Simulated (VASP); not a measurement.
# Relaxed cell of Pt (Platinum): a test of cutoff and mesh, part 2 of 2

How far does the relaxed cell of Pt (Platinum) depend on cutoff and k mesh? The starting structure is a measured crystal structure from the Crystallography Open Database. The first relaxation on each setting starts from this cell expanded by 3 % in volume.

VASP 6.6.1.

Results so far: reference 15.02 Å³ an atom; a cutoff of 230 eV 14.80 Å³ an atom; an 11×11×11 mesh 15.00 Å³ an atom.

**5. Relaxation with a cutoff of 600 eV**

Level of this step: PBEsol; plane waves and PAW (Pt) (VASP).

Against step 2 the input has ENCUT = 600. This run starts from the cell of an earlier relaxation, which isn't shown; the restart sets up the plane waves anew.

The input, INCAR:

```
SYSTEM = Pt
PREC = Accurate
ENCUT = 600
EDIFF = 1E-06
NELM = 100
ISMEAR = 1
SIGMA = 0.15
LREAL = .FALSE.
ALGO = Normal
GGA = PS
NBANDS = 11
LASPH = .TRUE.
LORBIT = 11
LWAVE = .FALSE.
LCHARG = .FALSE.
KPAR = 8
IBRION = 2
NSW = 50
ISIF = 3
EDIFFG = -0.006
```

The input, POSCAR:

```
Pt
1.0
    0.0000000000      1.9581372696      1.9581372696
    1.9581372696      0.0000000000      1.9581372696
    1.9581372696      1.9581372696      0.0000000000
Pt
1
Direct
    0.0000000000      0.0000000000      0.0000000000
```

The input, KPOINTS:

```
Automatic mesh
0
Gamma
20 20 20
0 0 0
```

Potentials, in the order of the species: Pt (PBE family, release 64).

Launch:

```sh
mpirun -np 8 vasp_std
```

Log:

```text
[... set-up lines as in an earlier step ...]
 entering main loop
       N       E                     dE             d eps       ncg     rms          rms(c)
DAV:   1     0.439934255760E+02    0.43993E+02   -0.59101E+03  5672   0.960E+02
DAV:   2    -0.672597533332E+01   -0.50719E+02   -0.48665E+02  6435   0.189E+02
DAV:   3    -0.741459022569E+01   -0.68861E+00   -0.68208E+00  6539   0.211E+01
DAV:   4    -0.741722920799E+01   -0.26390E-02   -0.26388E-02  6474   0.154E+00
[...]
DAV:   9    -0.696466817724E+01    0.25073E-03   -0.16507E-04  6307   0.120E-01    0.314E-02
DAV:  10    -0.696467222012E+01   -0.40429E-05   -0.34392E-06  6915   0.130E-02    0.492E-03
DAV:  11    -0.696467234347E+01   -0.12334E-06   -0.47923E-08  3476   0.207E-03
   1 F= -.69646723E+01 E0= -.69647264E+01  d E =-.696467E+01
[...]
reached required accuracy - stopping structural energy minimisation
```

Run time: 9.2 s. Hardware: 8 MPI ranks of Intel Xeon Platinum 8259CL at 2.50GHz (Skylake/Cascade Lake), shared host; peak memory 1.4 GiB; 64 s of CPU time.

From OUTCAR (step 5):

```text
  Total       -0.0009807     -0.0009807     -0.0009807      0.0000000      0.0000000     -0.0000000
  in kB       -0.1046326     -0.1046326     -0.1046326      0.0000000      0.0000000     -0.0000000
  external PRESSURE =      -0.1046326 kB  Pullay stress =       0.0000000 kB

 POSITION                                       TOTAL-FORCE (eV/Angst)
 -----------------------------------------------------------------------------------
      0.00000      0.00000      0.00000         0.000000      0.000000      0.000000
 -----------------------------------------------------------------------------------
    total drift:                               -0.000000      0.000000     -0.000000

  FREE ENERGIE OF THE ION-ELECTRON SYSTEM (eV)
  ---------------------------------------------------
  free  energy   TOTEN  =        -6.9646723435 eV

  energy  without entropy=       -6.9648346165  energy(sigma->0) =       -6.96472643

[... 2 parts as in an earlier step ...]

[... 2 further parts left out ...]
[key lines of the parts left out:]
E-fermi :  11.1846
```

With a cutoff of 600 eV the cell ends at 15.016 Å³ an atom, -0.01 % from the reference; the bulk modulus is 290.1 GPa against 289.6 GPa.

**6. Relaxation with a 28×28×28 mesh**

Against step 2 the input has a 28×28×28 mesh. This run starts from the cell of an earlier relaxation, which isn't shown; the restart sets up the plane waves anew.

Changes to INCAR since step 5:

```diff
@@ -2,3 +2,3 @@
 PREC = Accurate
-ENCUT = 600
+ENCUT = 450
 EDIFF = 1E-06
```

The input, POSCAR:

```
Pt
1.0
    0.0000000000      1.9582230379      1.9582230379
    1.9582230379      0.0000000000      1.9582230379
    1.9582230379      1.9582230379      0.0000000000
Pt
1
Direct
    0.0000000000      0.0000000000      0.0000000000
```

The input, KPOINTS:

```
Automatic mesh
0
Gamma
28 28 28
0 0 0
```

Launch:

```sh
mpirun -np 8 vasp_std
```

Log:

```text
[... set-up lines as in an earlier step ...]
 entering main loop
       N       E                     dE             d eps       ncg     rms          rms(c)
DAV:   1     0.339529258154E+02    0.33953E+02   -0.49059E+03 14432   0.744E+02
DAV:   2    -0.690948216683E+01   -0.40862E+02   -0.39131E+02 15779   0.164E+02
DAV:   3    -0.741565029936E+01   -0.50617E+00   -0.50252E+00 16046   0.174E+01
DAV:   4    -0.741757934655E+01   -0.19290E-02   -0.19288E-02 15841   0.126E+00
[...]
DAV:   9    -0.696370061302E+01    0.28044E-03   -0.21567E-04 15309   0.134E-01    0.304E-02
DAV:  10    -0.696370507412E+01   -0.44611E-05   -0.39869E-06 17287   0.139E-02    0.524E-03
DAV:  11    -0.696370531248E+01   -0.23836E-06   -0.51062E-08  8412   0.210E-03
   1 F= -.69637053E+01 E0= -.69633745E+01  d E =-.696371E+01
[...]
reached required accuracy - stopping structural energy minimisation
```

Elapsed: 11 s, on 8 MPI ranks; peak memory 1.5 GiB.

OUTCAR, selected parts (step 6):

```text
  Total       -0.0024164     -0.0024164     -0.0024164      0.0000000      0.0000000     -0.0000000
  in kB       -0.2577914     -0.2577914     -0.2577914      0.0000000      0.0000000     -0.0000000
  external PRESSURE =      -0.2577914 kB  Pullay stress =       0.0000000 kB

 POSITION                                       TOTAL-FORCE (eV/Angst)
 -----------------------------------------------------------------------------------
      0.00000      0.00000      0.00000        -0.000000      0.000000      0.000000
 -----------------------------------------------------------------------------------
    total drift:                                0.000000      0.000000     -0.000000

  FREE ENERGIE OF THE ION-ELECTRON SYSTEM (eV)
  ---------------------------------------------------
  free  energy   TOTEN  =        -6.9637053125 eV

  energy  without entropy=       -6.9627127799  energy(sigma->0) =       -6.96337447

[... 1 part as in an earlier step ...]

[... 3 further parts left out ...]
[key lines of the parts left out:]
E-fermi :  11.1762
```

With a 28×28×28 mesh the cell ends at 15.018 Å³ an atom, +0.00 % from the reference; the bulk modulus is 289.6 GPa against 289.6 GPa.

**7. The runs compared**

| run | volume (Å³/atom) | change (%) | bulk modulus (GPa) | pressure left (GPa) | core minutes |
| --- | --- | --- | --- | --- | --- |
| reference | 15.018 | - | 289.6 | -0.03 | 4.29 |
| a cutoff of 230 eV | 14.798 | -1.47 | 303.6 | -0.02 | 2.35 |
| an 11×11×11 mesh | 15.004 | -0.1 | 291.3 | -0.03 | 1.52 |
| a cutoff of 600 eV | 15.016 | -0.01 | 290.1 | -0.01 | 5.36 |
| a 28×28×28 mesh | 15.018 | 0.0 | 289.6 | -0.03 | 5.76 |

Core minutes are wall time times ranks, summed over the relaxations behind a row (those for a bulk modulus apart), on shared hosts.

**8. Results**

- volume of the reference: 15.02 Å³/atom
- volume against the reference, a cutoff of 230 eV: -1.47 %
- volume against the reference, an 11×11×11 mesh: -0.10 %
- volume against the reference, a cutoff of 600 eV: -0.01 %
- volume against the reference, a 28×28×28 mesh: +0.00 %

The volume moves most with a cutoff of 230 eV: -1.47 % against the reference (450 eV, 20×20×20 mesh). On finer settings it changes by -0.01 % with a cutoff of 600 eV and +0.00 % with a 28×28×28 mesh. The relaxations stop with up to 0.03 GPa left, which at the bulk modulus found here is 0.01 % of the volume. That understates it: a restart alone still moved the volume by up to 0.6 %. A cell that shrinks at the lower cutoff is the usual mark of Pulay stress, the error that a plane-wave basis makes when it is kept while the volume changes. The bulk modulus is more sensitive: it changes by +4.8 % with a cutoff of 230 eV. Further runs on this material are not shown.

[Lines on the potential files, build, host, timing and source positions are cut from VASP's logs without a mark.]

[Logs are printed without paths, hosts, clocks, repeated set-up lines and the standing remarks that a program may print on its own settings, such as how far it seeks lower states.]

[Hosts, paths, dates, database ids (printed as entryN), source tags and the programs' standing remarks are cut or masked in the printed files.]
